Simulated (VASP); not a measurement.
Computed with optB88-vdW, VASP's PBE PAW potentials (set 64) (plane waves; VASP 6.6.1).

The input files of a VASP run:

### POSCAR
```
NiAl
1
    2.9478000000     0.0000000000     0.0000000000
    0.0000000000     2.9478000000     0.0000000000
    0.0000000000     0.0000000000     2.9478000000
Al Ni
1 1
Direct
  0.5000000000   0.5000000000   0.5000000000
  0.0000000000   0.0000000000   0.0000000000
```

### INCAR
```
! general
SYSTEM   = NiAl
PREC     = Accurate
ENCUT    = 400
LREAL    = .False.
LASPH    = .True.

! electronic loop
EDIFF    = 1E-6
NELM     = 100
ALGO     = Normal
LMAXMIX  = 4

! smearing
ISMEAR   = 1
SIGMA    = 0.1

! functional
GGA      = BO
LUSE_VDW = .True.
AGGAC    = 0.0
PARAM1   = 0.1833333333
PARAM2   = 0.22

! ions
ISIF     = 2

! output
LWAVE    = .False.
LCHARG   = .False.
```

File KPOINTS:
```
Automatic mesh
0
Gamma
11 11 11
0 0 0
```

POTCAR, in this order: Al Ni (PBE.64 set). Program: vasp_std.

The resulting files:

**OUTCAR**
```
 ion  position               nearest neighbor table
   1  0.500  0.500  0.500-   2 2.55   2 2.55   2 2.55   2 2.55   2 2.55   2 2.55   2 2.55   2 2.55
  LATTYP: Found a simple cubic cell.
 ALAT       =     2.9478000000
 Subroutine PRICEL returns:
 Original cell was already a primitive cell.
 Subroutine GETGRP returns: Found 48 space group operations
The static configuration has the point symmetry O_h .
The dynamic configuration has the point symmetry O_h .
 Subroutine INISYM returns: Found 48 space group operations
 Subroutine IBZKPT returns following result:
 Found     56 irreducible k-points:

 Following reciprocal coordinates:
            Coordinates               Weight
  0.000000  0.000000  0.000000      1.000000
  0.090909  0.000000  0.000000      6.000000
  0.181818  0.000000  0.000000      6.000000
  0.272727  0.000000  0.000000      6.000000
  0.363636  0.000000  0.000000      6.000000
  0.454545  0.000000  0.000000      6.000000
  0.090909  0.090909  0.000000     12.000000
  0.181818  0.090909  0.000000     24.000000
  0.272727  0.090909  0.000000     24.000000
  0.363636  0.090909  0.000000     24.000000
...
```

### OSZICAR
```
       N       E                     dE             d eps       ncg     rms          rms(c)
DAV:   1     0.387644713253E+02    0.38764E+02   -0.47631E+03  1136   0.107E+03
DAV:   2    -0.622730366071E+01   -0.44992E+02   -0.42329E+02  1130   0.189E+02
DAV:   3    -0.720287952985E+01   -0.97558E+00   -0.96816E+00  1342   0.360E+01
DAV:   4    -0.721899806816E+01   -0.16119E-01   -0.16112E-01  1356   0.426E+00
DAV:   5    -0.721943812085E+01   -0.44005E-03   -0.44004E-03  1286   0.679E-01    0.999E+00
DAV:   6    -0.880582990461E+01   -0.15864E+01   -0.44507E+01  1246   0.112E+02    0.137E+01
DAV:   7    -0.621401035028E+01    0.25918E+01   -0.13605E+01  1240   0.688E+01    0.962E-01
DAV:   8    -0.621025476795E+01    0.37556E-02   -0.33218E-01  1358   0.681E+00    0.934E-01
DAV:   9    -0.619960180758E+01    0.10653E-01   -0.48550E-02  1312   0.365E+00    0.122E-01
DAV:  10    -0.619947980768E+01    0.12200E-03   -0.96894E-04  1256   0.432E-01    0.579E-02
DAV:  11    -0.619948041780E+01   -0.61011E-06   -0.36712E-05  1476   0.772E-02    0.138E-02
DAV:  12    -0.619947840392E+01    0.20139E-05   -0.14236E-06   912   0.107E-02    0.310E-03
DAV:  13    -0.619947810647E+01    0.29745E-06   -0.11084E-06   578   0.160E-02
   1 F= -.61994781E+01 E0= -.61993357E+01  d E =-.427141E-03
```

**OUTCAR**
```
------------------------ aborting loop because EDIFF is reached ----------------------------------------
  FORCE on cell =-STRESS in cart. coord.  units (eV):
  Direction    XX          YY          ZZ          XY          YZ          ZX
  --------------------------------------------------------------------------------------
  Total       -1.3907838     -1.3907838     -1.3907838      0.0000000      0.0000000      0.0000000
  in kB      -86.9913698    -86.9913698    -86.9913698      0.0000000      0.0000000      0.0000000
  external PRESSURE =     -86.9913698 kB  Pullay stress =       0.0000000 kB
  volume of cell :       25.61
      direct lattice vectors                 reciprocal lattice vectors
     2.947800000  0.000000000  0.000000000     0.339236040  0.000000000  0.000000000
     0.000000000  2.947800000  0.000000000     0.000000000  0.339236040  0.000000000
     0.000000000  0.000000000  2.947800000     0.000000000  0.000000000  0.339236040
 POSITION                                       TOTAL-FORCE (eV/Angst)
 -----------------------------------------------------------------------------------
      1.47390      1.47390      1.47390         0.000000      0.000000      0.000000
      0.00000      0.00000      0.00000         0.000000      0.000000      0.000000
 -----------------------------------------------------------------------------------
    total drift:                               -0.000000      0.000000     -0.000000
  FREE ENERGIE OF THE ION-ELECTRON SYSTEM (eV)
  ---------------------------------------------------
  free  energy   TOTEN  =        -6.1994781065 eV

  energy  without entropy=       -6.1990509655  energy(sigma->0) =       -6.19933573
```
(Selected blocks of OUTCAR.)

**OUTCAR**
```
 val. band max:        9.0495344317   @ k =   0.3636   0.2727   0.0909

 cond. band min:       9.1122796582   @ k =   0.4545   0.3636   0.2727


 Fermi energy:         9.0596020765

 k-point     1 :       0.0000    0.0000    0.0000
  band No.  band energies     occupation
      1      -1.5459      2.00000
      2       6.1568      2.00000
      3       6.1568      2.00000
      4       7.6294      2.00000
      5       7.6294      2.00000
      6       7.6294      2.00000
      7      14.2543      0.00000
      8      14.2543      0.00000
      9      14.2543      0.00000
     10      17.0917      0.00000

 k-point     2 :       0.0909    0.0000    0.0000
  band No.  band energies     occupation
      1      -1.4010      2.00000
      2       6.1435      2.00000
      3       6.1880      2.00000
      4       7.5701      2.00000
      5       7.5701      2.00000
      6       7.6356      2.00000
      7      12.9413      0.00000
      8      14.4449      0.00000
      9      14.4449      0.00000
     10      17.1084      0.00000

 k-point     3 :       0.1818    0.0000    0.0000
  band No.  band energies     occupation
      1      -0.9694      2.00000
      2       6.0381      2.00000
      3       6.2730      2.00000
      4       7.4199      2.00000
      5       7.4199      2.00000
      6       7.6524      2.00000
      7      11.0014     -0.00000
      8      14.9909      0.00000
      9      14.9909      0.00000
     10      17.1572      0.00000

 k-point     4 :       0.2727    0.0000    0.0000
  band No.  band energies     occupation
      1      -0.2606      2.00000
      2       5.6097      2.00000
      3       6.3873      2.00000
      4       7.2391      2.00000
      5       7.2391      2.00000
      6       7.6744      2.00000
      7       9.4732     -0.00000
      8      15.8369      0.00000
      9      15.8369      0.00000
     10      17.2310      0.00000

 k-point     5 :       0.3636    0.0000    0.0000
...
```

The compound is NiAl in the CsCl type structure. The cell was not relaxed at this level. The run is one of a series of settings (AGGAC = 0.0, GGA = BO, LUSE_VDW = .TRUE., PARAM1 = 0.1833333333, PARAM2 = 0.22 against the base run), some of them coarse on purpose. The run is not spin-polarised, so no magnetic state was tried. The electron count is odd and the run is not spin-polarised, which forces a metal.
